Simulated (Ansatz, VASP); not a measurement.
**LaMg in two plane-wave programs**

Wanted: the spread between two codes on one cell, functional and k mesh. The cell is taken from a series of runs on this material, whose earlier steps may have relaxed, scaled, displaced or heated it; both programs get it as it stands.

Calculated with Ansatz 0.2.0; plane waves, with VASP 6.6.1 beside it; relaxation of cell and atoms at PBEsol.

## 1. The structure

It takes space group Pm-3m (No. 221, cubic). Conventional cell: a = 3.905 Å, b = 3.905 Å, c = 3.905 Å, α = 90.00°, β = 90.00°, γ = 90.00°. La has 8 Mg at 3.38 Å nearest. Nearest to Mg lie 8 La at 3.38 Å. Farther neighbours are not listed.

## 2. Ansatz: relaxation of cell and atoms, PBEsol

Ansatz runs on its PAW soft_1 files.

The relaxed volume is the usual yardstick between codes: in a stiff, nearly cubic crystal its relative difference is about their pressure difference at one cell divided by the bulk modulus.

The input, input.yaml:

```yaml
crystal:
  lattice:
    - [3.905461931, 0.0, 0.0]
    - [0.0, 3.905461931, 0.0]
    - [0.0, 0.0, 3.905461931]
  atoms:
    - { symbol: La, position: [0.5, 0.5, 0.5] }
    - { symbol: Mg, position: [0.0, 0.0, 0.0] }
kpoints:
  mp_grid: { grid: [12, 12, 12] }
hamiltonian:
  xc: pbesol
  pseudopotentials: { kind: paw, azcp: { folder: soft_1 }, xc_functional: pbe }
scf:
  occupations: { method: methfessel_paxton, width: 0.2 }
output:
  forces: true
  stress: true
  eigenvalues: true
relax:
  adjacent_minimum: "off"
  f_tol: 0.001
  max_steps: 60
  cell: { stress_tol: 0.01 }
```

Started as:

```console
ansatz run input.yaml --threads 4 --pin off --max-ram 10240MiB --backend cpu --events-out ev --progress --plain --runs-dir out
```

Numbers of over 12 decimals in the logs are rounded to 6 here.

Output:

```text
Engine: ansatz 0.2.0, x86_64-unknown-linux-gnu
Pseudopotentials: kind: paw
Pseudopotential: La, paw, valence charge 11, recommended cutoff 420 eV (normal), soft_1/La.paw.azcp
Pseudopotential: Mg, paw, valence charge 10, recommended cutoff 420 eV (normal), soft_1/Mg.paw.azcp
Functional definition: PBEsol
  exchange = pbesol_x
  correlation = pbesol_c
Crystal: 2 atoms, lattice volume = 59.569 Å³
Basis set: ecut = 420 eV, 1189 PW (Γ), exchange–correlation on 54×54×54 points (8 copies of the dense FFT grid, shifted against one another)
Bands: 15, of which v1, the nominal top of the filled ones, is band 11 counted from 1 (10 counted from 0)
Symmetry: 48 space group operations
Space group: Pm-3m (ITA 221), of the structure as read, at distance tolerance 3.9e-5 Å
k-points: 84 of 1728
Non-local potential: La, projectors of the file, l = 0: 3, l = 1: 2, l = 2: 2, l = 3: 3
Non-local potential: Mg, projectors of the file, l = 0: 3, l = 1: 2, l = 2: 1
PAW form: soft (Blöchl's): semilocal exchange-correlation on the pseudo side does not see the compensation charge
PAW frozen core: La, regenerated for the run's functional, and the local potential with it (the file was generated under x = pbe(κ = 0.804, μ = 0.219515), c = pbe(β = 0.066725))
PAW frozen core: Mg, regenerated for the run's functional, and the local potential with it (the file was generated under x = pbe(κ = 0.804, μ = 0.219515), c = pbe(β = 0.066725))
PAW one-centre angular grid: La, 590 points (default); XC on 64 Gauss nodes
PAW one-centre angular grid: Mg, 110 points (default); XC on 64 Gauss nodes
Initial density: superposition of atomic densities (chi_scale 0.1, normalization cell, long waves kept (reshape's long-wave potential 0.00 eV rms))
Initial wavefunctions: pseudopotential atomic-orbital guess
Functional: x = pbesol(κ = 0.804, μ = 0.123457), c = pbesol(β = 0.046)
SCF iter   1: F=—  HF=-8073.883675 eV  |F-HF|=—  |Δ(HF+E_count)|=         —  Δρ=2.05e-2  dr2=3.55e-1  ethr=3.10e-3  ⟨swp⟩=3.6  Hψ=5214  notcnv=0
preconditioner: auto → Kerker (q_TF=auto, 2.293 Å⁻¹)  [metal: Δε(μ)=0.025 eV  Ē_g=2.945 eV  σ=0.200 eV  W_gap=0.11  n_scr=18 (ndim 8)  ℏωp=10.8 eV  f_vac=0.000  D(μ)=2.18/eV (n_scr^D=18)]
SCF iter   2: F=—  HF=-8073.790503 eV  |F-HF|=—  |Δ(HF+E_count)|=   9.32e-2  S|Δr|=    0.00e0  Δρ=1.26e-2  dr2=1.59e-1  ethr=1.69e-3  ⟨swp⟩=2.0  Hψ=2269  notcnv=0
SCF iter   3: F=—  HF=-8073.714020 eV  |F-HF|=—  |Δ(HF+E_count)|=   7.65e-2  S|Δr|=    0.00e0  Δρ=2.67e-3  dr2=7.50e-3  ethr=7.59e-4  ⟨swp⟩=2.2  Hψ=1865  notcnv=0
SCF iter   4: F=—  HF=-8073.711604 eV  |F-HF|=—  |Δ(HF+E_count)|=   2.42e-3  S|Δr|=    0.00e0  Δρ=9.82e-4  dr2=4.03e-4  ethr=3.57e-5  ⟨swp⟩=2.0  Hψ=2113  notcnv=0
SCF iter   5: F=—  HF=-8073.711440 eV  |F-HF|=—  |Δ(HF+E_count)|=   1.63e-4  S|Δr|=    0.00e0  Δρ=1.28e-4  dr2=1.03e-5  ethr=1.92e-6  ⟨swp⟩=2.0  Hψ=2144  notcnv=0
SCF iter   6: F=—  HF=-8073.711449 eV  |F-HF|=—  |Δ(HF+E_count)|=   8.87e-6  S|Δr|=    0.00e0  Δρ=2.50e-5  dr2=3.80e-7  ethr=4.89e-8  ⟨swp⟩=2.0  Hψ=1816  notcnv=0
SCF iter   7: F=-8073.711449 eV  HF=-8073.711449 eV  |F-HF|=1.68e-8  |Δ(HF+E_count)|=   3.04e-8  S|Δr|=    0.00e0  Δρ=5.57e-6  dr2=3.41e-8  ethr=4.76e-10  ⟨swp⟩=7.3  Hψ=6782  notcnv=0
SCF 1 converged in 7 iterations: F = -8073.711449 eV  dr2 = 3.41e-8
  greatest PAW one-centre occupation: 1.000 electrons in one spin orbital (limit 2), on the Mg atom at site 1 (counted from 0), in its partial waves of l = 0
relax step   1: F+E_penalty+E_count = -8073.71144932 eV  Δ(F+E_penalty+E_count) = +0.000e0 eV  max|allowed force component| = 2.942e-29 eV/Å  Δτ_max = 0.0000 Å  P = +0.091 GPa  Ω = 59.569 Å³  (7 SCF iters, dr2 threshold 1.00e-7 eV, accepted)
[...]
relax step   2: F+E_penalty+E_count = -8073.71148664 eV  Δ(F+E_penalty+E_count) = -3.732e-5 eV  max|allowed force component| = 8.382e-31 eV/Å  Δτ_max = 0.0000 Å  P = +0.009 GPa  Ω = 59.700 Å³  energy of the carried Pulay correction = -3.993e-6 eV  (4 SCF iters, dr2 threshold 2.08e-8 eV, accepted)
[...]
relax step   3: F+E_penalty+E_count = -8073.71149062 eV  Δ(F+E_penalty+E_count) = -3.979e-6 eV  max|allowed force component| = 6.163e-31 eV/Å  Δτ_max = 0.0000 Å  P = +0.009 GPa  Ω = 59.700 Å³  stress off target by 9.37e-3 GPa  SCF on the basis re-selected at this cell (its energy is not comparable with the rows above)  (5 SCF iters)
basis re-selected at this cell: Δ(F+E_penalty+E_count) = -3.979e-6 eV, ΔP = +0.000 GPa vs the last step (what re-selecting the basis moved, of the pressure what is left beyond the Pulay correction that the steps carried, after the strain that the cell walked since its last selection, with what the two solves' SCF thresholds leave and, on support functions, any second-order correction that the steps lacked; it is no m [...]
SCF converged after 5 iterations
Stability not checked: this state was not tested for a lower state beside it, because cold or Methfessel-Paxton smearing, or corrected tetrahedra, fill the levels in a way that the test cannot read (fill_not_monotonic; see scf.lower_state_search)
Free energy (F): -8073.711491 eV
Harris-Foulkes:  -8073.711491 eV  (|F-HF|=1.82e-12)
Internal energy: -8073.713289 eV  (E = F + TS)
E sigma→0 (E₀):  -8073.711940 eV
Entropy (-TS):   0.001798 eV (0.899 meV/atom)
Fermi energy:    8.720024 eV
Step filling:    the computed levels leave a gap of 0.0028 eV = 0.0 smearing widths at the electron count; against every level under it full and every level over it empty, smearing changes F+E_penalty+E_count by -2.046 meV and its σ→0 estimate by -2.495 meV
--- Per-component energies (eV) ---
  E_band       = -390.582389
  E_kinetic    = 254.925460
  E_local      = -2059.586395  (includes V_loc(G=0)·N_el)
  E_nonlocal   = 284.701374
  E_hartree    = 711.722799
  E_xc         = -167.292137
  E_vxc        = -177.652512  (∫ρ·V_xc dr)
  E_paw        = -5618.285342  (= ΣΔE_a)
  E_vpaw       = -116.415773  (= ΣTr[D̂ρ^β])
  E_aug_tail   = -0.000137  (compensation charges beyond the density's cutoff)
  E_ewald      = -1480.126810
  E_core_change = 0.227898  (= ΣΔE_core)
  E_smearing   = 0.001798  (= −TS)
  E_closure    = 0.000000  (closes the sum)
  Σ components = -8073.711491   (vs F -8073.711491, Δ=0.00e0)
--- Forces (eV/Å), atoms counted from 1 ---
  atom   1  La    -0.00000000     0.00000000    -0.00000000
  atom   2  Mg    -0.00000000    -0.00000000     0.00000000
  max |Σ_I F_I| component: 1.13e-30 eV/Å
--- Stress (GPa, compression-positive) ---
        0.009369       0.000000      -0.000000
        0.000000       0.009369      -0.000000
       -0.000000      -0.000000       0.009369
  P = ⅓ Tr σ = 0.0094 GPa (0.094 kbar)
--- Band table (eV; the first three rows and the last of 84) ---
  k-point 0: bands = [... 7 lower, -7.4851, 3.8984, 8.1249, 8.1249, 10.4196, 10.4196, 10.4196, 10.4914]
  k-point 1: bands = [... 7 lower, -7.4815, 3.9995, 8.1646, 8.1856, 10.3792, 10.4151, 10.4151, 10.4781]
  k-point 2: bands = [... 7 lower, -7.4716, 4.2879, 8.2793, 8.3047, 10.2752, 10.3960, 10.3960, 10.4372]
  k-point 83: bands = [... 7 lower, -7.8864, 7.1484, 7.1484, 7.1484, 9.0701, 10.5004, 10.5004, 10.5004]
--- Relaxed structure (2 steps of the walk, 2 accepted, 1 SCFs on fresh bases) ---
  F+E_penalty+E_count = -8073.71149062 eV   max|allowed force component| = 6.163e-31 eV/Å   (the final SCF, on the basis selected at the relaxed cell)
  cell:  # Å, volume = 59.7002 Å³
    - [3.908335, 0.0, 0]
    - [0, 3.908335, 0]
    - [0, 0, 3.908335]
  atoms:
    - { symbol: La, position: [0.5, 0.5, 0.5] }
    - { symbol: Mg, position: [0, 0, 0.0] }
```

In the SCF lines HF is the Harris–Foulkes energy and dr2 the Hartree energy of the density residual, in eV; the loop may stop once dr2 is under the threshold and the program's other checks hold. Hψ counts applications of the Hamiltonian.

## 3. VASP: relaxation of cell and atoms, PBEsol

The same cell, functional, mesh and smearing now go to VASP, with its own data sets.

Lines of VASP's logs that name or quote its potential files are left out, and so is its time.

The input, INCAR:

```
SYSTEM = LaMg
PREC = Accurate
ENCUT = 600
EDIFF = 1E-07
NELM = 200
ISMEAR = 1
SIGMA = 0.2
LREAL = .FALSE.
ALGO = Normal
GGA = PS
NBANDS = 12
LASPH = .TRUE.
LORBIT = 11
LWAVE = .FALSE.
LCHARG = .FALSE.
ISIF = 3
IBRION = 2
NSW = 80
EDIFFG = -0.005
GGA_COMPAT = .FALSE.
NELMIN = 4
LMAXMIX = 6
KPAR = 2
```

The input, POSCAR:

```
LaMg
1.0
    3.9054620000      0.0000000000      0.0000000000
    0.0000000000      3.9054620000      0.0000000000
    0.0000000000      0.0000000000      3.9054620000
La Mg
1 1
Direct
    0.5000000000      0.5000000000      0.5000000000
    0.0000000000      0.0000000000      0.0000000000
```

The input, KPOINTS:

```
Automatic mesh
0
Gamma
12 12 12
0 0 0
```

PAW data sets: La and Mg (PBE family, release 64).

Started as:

```console
mpirun -np 2 vasp_std
```

Output:

```text
[banner, memory and clock lines left out]
running    2 mpi-ranks, on    1 nodes
 distrk:  each k-point on    1 cores,    2 groups
 distr:  one band on    1 cores,    1 groups

 POSCAR found type information on POSCAR LaMg
 POSCAR found :  2 types and       2 ions
|                                                                             |
|               ----> ADVICE to this user running VASP <----                  |
|                                                                             |
|     You enforced a specific xc type in the INCAR file but a different       |
|     [... a line on the potential file left out ...]
|     I HOPE YOU KNOW WHAT YOU ARE DOING!                                     |
|                                                                             |

 LDA part: xc-table for (Slater+PW92), standard interpolation
 POSCAR, INCAR and KPOINTS ok, starting setup
 FFT: planning ... GRIDC
 FFT: planning ... GRID_SOFT
 FFT: planning ... GRID
 WAVECAR not read
 entering main loop
       N       E                     dE             d eps       ncg     rms          rms(c)
DAV:   1     0.125078550479E+03    0.12508E+03   -0.52788E+03  2024   0.140E+03
DAV:   2     0.295496690581E+01   -0.12212E+03   -0.11924E+03  2880   0.209E+02
DAV:   3    -0.643035451235E+01   -0.93853E+01   -0.91983E+01  2624   0.926E+01
DAV:   4    -0.730706113092E+01   -0.87671E+00   -0.86242E+00  3876   0.198E+01
DAV:   5    -0.733908018648E+01   -0.32019E-01   -0.31920E-01  3272   0.385E+00    0.213E+00
DAV:   6    -0.728562708162E+01    0.53453E-01   -0.89509E-02  3924   0.200E+00    0.128E+00
DAV:   7    -0.726138445169E+01    0.24243E-01   -0.40963E-02  3808   0.105E+00    0.255E-01
DAV:   8    -0.726022381842E+01    0.11606E-02   -0.38140E-03  3856   0.605E-01    0.572E-02
DAV:   9    -0.726029563437E+01   -0.71816E-04   -0.22746E-04  3280   0.111E-01    0.316E-02
DAV:  10    -0.726035722980E+01   -0.61595E-04   -0.23990E-04  3380   0.115E-01    0.216E-02
DAV:  11    -0.726037086234E+01   -0.13633E-04   -0.35001E-05  3764   0.416E-02    0.172E-02
DAV:  12    -0.726038931968E+01   -0.18457E-04   -0.17637E-04  2772   0.103E-01    0.234E-03
DAV:  13    -0.726039070697E+01   -0.13873E-05   -0.23924E-05  3972   0.407E-02    0.202E-03
DAV:  14    -0.726038999250E+01    0.71447E-06   -0.51848E-06  2976   0.176E-02    0.355E-03
DAV:  15    -0.726039076421E+01   -0.77171E-06   -0.57309E-06  3224   0.228E-02    0.829E-04
DAV:  16    -0.726039078989E+01   -0.25683E-07   -0.32971E-07  3216   0.356E-03
   1 F= -.72603908E+01 E0= -.72609100E+01  d E =-.726039E+01
 curvature:   0.00 expect dE= 0.000E+00 dE for cont linesearch  0.000E+00
 trial: gam= 0.00000 g(F)=  0.000E+00 g(S)=  0.804E-04 ort = 0.000E+00 (trialstep = 0.100E+01)
 search vector abs. value=  0.804E-04
 bond charge predicted
       N       E                     dE             d eps       ncg     rms          rms(c)
DAV:   1    -0.726091087131E+01   -0.52011E-03   -0.13068E-02  3564   0.103E+00    0.101E-01
DAV:   2    -0.726049361412E+01    0.41726E-03   -0.13452E-03  3784   0.374E-01    0.391E-02
DAV:   3    -0.726043270294E+01    0.60911E-04   -0.35281E-04  3872   0.165E-01    0.760E-03
DAV:   4    -0.726043104378E+01    0.16592E-05   -0.20636E-05  3752   0.366E-02    0.526E-03
DAV:   5    -0.726043139815E+01   -0.35437E-06   -0.68907E-06  3912   0.187E-02    0.458E-03
DAV:   6    -0.726043122079E+01    0.17736E-06   -0.32600E-06  3788   0.156E-02    0.165E-03
DAV:   7    -0.726043120729E+01    0.13501E-07   -0.66310E-07  3808   0.699E-03
   2 F= -.72604312E+01 E0= -.72609699E+01  d E =-.404174E-04
 trial-energy change:   -0.000040  1 .order   -0.000040   -0.000080    0.000001
 step:   0.9924(harm=  0.9921)  dis= 0.00000  next Energy=    -7.260431 (dE=-0.404E-04)
 reached required accuracy - stopping structural energy minimisation
```

OUTCAR, selected parts (step 3):

```text
ion  position               nearest neighbor table
   1  0.500  0.500  0.500-   2 3.38   2 3.38   2 3.38   2 3.38   2 3.38   2 3.38   2 3.38   2 3.38

  LATTYP: Found a simple cubic cell.
 ALAT       =     3.9054620000

 Subroutine GETGRP returns: Found 48 space group operations
 (whereof 48 operations were pure point group operations)

The static configuration has the point symmetry O_h .

 Found     84 irreducible k-points:

   k-points           NKPTS =     84   k-points in BZ     NKDIM =     84   number of bands    NBANDS=     12

   dimension x,y,z NGX =    32 NGY =   32 NGZ =   32
   dimension x,y,z NGXF=    64 NGYF=   64 NGZF=   64

   ENCUT  =  600.0 eV  44.10 Ry    6.64 a.u.   7.80  7.80  7.80*2*pi/ulx,y,z

   NELECT =      13.0000    total number of electrons

 k-points in reciprocal lattice and weights: Automatic mesh
   0.00000000  0.00000000  0.00000000       0.001
   0.08333333  0.00000000  0.00000000       0.003
   0.16666667  0.00000000  0.00000000       0.003
   0.25000000  0.00000000  0.00000000       0.003
   0.33333333  0.00000000  0.00000000       0.003
   0.41666667  0.00000000  0.00000000       0.003
   0.50000000  0.00000000  0.00000000       0.002
   0.08333333  0.08333333  0.00000000       0.007
   0.16666667  0.08333333  0.00000000       0.014
[...]
0.50000000  0.50000000  0.41666667       0.003
   0.50000000  0.50000000  0.50000000       0.001

 average (electrostatic) potential at core
       1 -98.5662       2 -35.2559

 E-fermi :   5.6451

 k-point     1 :       0.0000    0.0000    0.0000
  band No.  band energies     occupation
    ...
      3     -10.5617      2.00000
      4     -10.5617      2.00000
      5       0.8247      2.00000
      6       5.0474      2.00020
      7       5.0474      2.00020
      8       7.4635     -0.00000
      9       7.4635     -0.00000
     10       7.4635     -0.00000
     11       7.5485     -0.00000
     12       7.5485     -0.00000

 k-point     2 :       0.0833    0.0000    0.0000
  band No.  band energies     occupation
    ...
      3     -10.5581      2.00000
      4     -10.5581      2.00000
      5       0.9255      2.00000
      6       5.0872      2.00058
      7       5.1076      2.00096
      8       7.4203     -0.00000
      9       7.4562     -0.00000
     10       7.4562     -0.00000
     11       7.5344     -0.00000
     12       7.5484     -0.00000

 k-point     3 :       0.1667    0.0000    0.0000
  band No.  band energies     occupation
    ...
      3     -10.5481      2.00000
      4     -10.5481      2.00000
      5       1.2132      2.00000
      6       5.2023      2.00755
      7       5.2255      2.01151
      8       7.3102     -0.00000
      9       7.4255     -0.00000
     10       7.4255     -0.00000
     11       7.4898     -0.00000
     12       7.5494     -0.00000

  Total       -0.0002648     -0.0002648     -0.0002648      0.0000000      0.0000000      0.0000000
  in kB       -0.0071058     -0.0071058     -0.0071058      0.0000000      0.0000000      0.0000000
  external PRESSURE =      -0.0071058 kB  Pullay stress =       0.0000000 kB

  energy-cutoff  :      600.00
  volume of cell :       59.71
      direct lattice vectors                 reciprocal lattice vectors
     3.908602548 -0.000000000 -0.000000000     0.255845916  0.000000000 -0.000000000
    -0.000000000  3.908602548 -0.000000000     0.000000000  0.255845916 -0.000000000
     0.000000000  0.000000000  3.908602548     0.000000000  0.000000000  0.255845916

 POSITION                                       TOTAL-FORCE (eV/Angst)
 -----------------------------------------------------------------------------------
      1.95430      1.95430      1.95430         0.000000      0.000000      0.000000
      0.00000      0.00000      0.00000        -0.000000     -0.000000      0.000000
 -----------------------------------------------------------------------------------
    total drift:                                0.000000     -0.000000     -0.000000

  FREE ENERGIE OF THE ION-ELECTRON SYSTEM (eV)
  ---------------------------------------------------
  free  energy   TOTEN  =        -7.2604312073 eV

  energy  without entropy=       -7.2620473443  energy(sigma->0) =       -7.26096992

 reached required accuracy - stopping structural energy minimisation

 total charge
# of ion       s       p       d       f       tot
--------------------------------------------------
    1        2.072   5.570   0.838   0.071   8.552
    2        0.245   0.123   0.011   0.000   0.378
--------------------------------------------------
tot          2.316   5.694   0.848   0.071   8.930

[... 3 further parts left out ...]
```

CONTCAR:

```
LaMg
   1.00000000000000
     3.9086025481959266   -0.0000000000000000   -0.0000000000000000
    -0.0000000000000000    3.9086025481959266   -0.0000000000000000
     0.0000000000000000    0.0000000000000000    3.9086025481959266
  La              Mg
     1     1
Direct
     0.5000000000000000    0.5000000000000000    0.5000000000000000
     0.0000000000000000    0.0000000000000000    0.0000000000000000
```

## 4. Side by side

Known differences besides the potentials themselves: the data sets hold 21 valence electrons in Ansatz (on its PAW soft_1 files) and 13 in VASP; the cutoff is 420 eV in Ansatz and 600 eV in VASP; Ansatz makes its cores anew for this functional, VASP keeps those of its PBE data sets; Ansatz adds a Pulay correction to the stress that steers its cell, VASP none. Total energies have different zeros and are not compared.

Both answers:

```csv
quantity,Ansatz,VASP,difference
volume (Å³),59.70,59.71,-0.02 %
"edge a after relaxation, in the typed setting (Å)",3.908,3.909,-0.01 %
```

## 5. What came out

| Item | Value |
| --- | --- |
| difference in volume (relaxation of cell and atoms, PBEsol) | -0.021 % |

The difference in volume is -0.021 % (relaxation of cell and atoms, PBEsol), within the 1.2 % picked in this series as the mark of a large difference, as far as the stopping tolerances let one tell. The data sets hold unlike numbers of valence electrons (21 in Ansatz and 13 in VASP), so part of the differences comes from the potentials. 1 further run of this series is not shown here. Such differences can come from data sets, numerical settings and the points named under the comparisons, not from the functional's error against experiment.

[Lines on the potential files, build, host, timing and source positions are cut from VASP's logs without a mark.]

[Logs are printed without paths, hosts, clocks, repeated set-up lines and the standing remarks that a program may print on its own settings, such as how far it seeks lower states.]

[Hosts, paths, dates, database ids (printed as entryN), source tags and the programs' standing remarks are cut or masked in the printed files.]
